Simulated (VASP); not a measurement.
Sn2H3Br:

```
CELL_PARAMETERS angstrom
4.00000 0.00000 0.00000
0.00000 4.00000 0.00000
0.00000 0.00000 6.80000
ATOMIC_POSITIONS crystal
Sn 0.50000 0.50000 0.80000
Sn 0.00000 0.00000 0.20000
H 0.50000 0.00000 0.00000
H 0.00000 0.50000 0.00000
H 0.50000 0.50000 0.38000
Br 0.00000 0.00000 0.65000
```

The cell was built by a generator and needn't be a form met in nature.

* Program: VASP 6.6.1
* Task: relaxation of cell and atoms
* Functional: PBE
* Potentials or basis: VASP PAW PBE potentials, release 64 (Sn_d, H, Br)
* Cutoff: 520 eV
* k mesh: 4 × 4 × 2
* Occupations: gaussian, width 0.15 eV
* Spin: no spin polarisation

At the start: pressure -1.2 GPa; volume 18.13 Å³/atom.

How do energy, volume and symmetry change on relaxing?

Over 14 steps the energy falls by 15.1 meV/atom and the volume is 17.56 Å³/atom (-3.1 %); space group P4mm (No. 99, to 0.05 Å).

Step by step:
```csv
step,energy change (eV),largest force (eV/Å),pressure (GPa),volume (Å³)
1,0.0000,0.4640,-1.25,108.80
2,-0.0354,0.3158,-0.39,106.59
3,-0.0507,0.2236,0.31,104.99
4,-0.0521,0.1848,1.34,101.85
5,-0.0563,0.2083,0.67,103.38
6,-0.0561,0.1857,1.05,102.91
7,-0.0563,0.1841,0.87,103.12
8,-0.0719,0.1640,0.58,104.05
9,-0.0802,0.1852,0.19,105.20
10,-0.0804,0.2115,-0.25,105.46
11,-0.0803,0.1394,0.12,105.33
12,-0.0804,0.2075,-0.16,105.41
13,-0.0860,0.1045,-0.13,105.40
14,-0.0904,0.0628,-0.18,105.38
```

Final structure:
```
Sn H Br
1.0
     4.02445    0.00000    0.00000
     0.00000    4.02445    0.00000
     0.00000    0.00000    6.50640
Sn H Br
2 3 1
Direct
  0.50000 0.50000 0.80493
  0.00000 0.00000 0.18310
  0.50000 0.00000 0.01391
  0.00000 0.50000 0.01391
  0.50000 0.50000 0.36364
  0.00000 0.00000 0.65051
```

Caveat: the k mesh is coarse (spacing up to 0.46 Å⁻¹), so the values aren't converged; the relaxation stopped at a loose force limit of 0.08 eV/Å, so its end isn't a converged minimum.
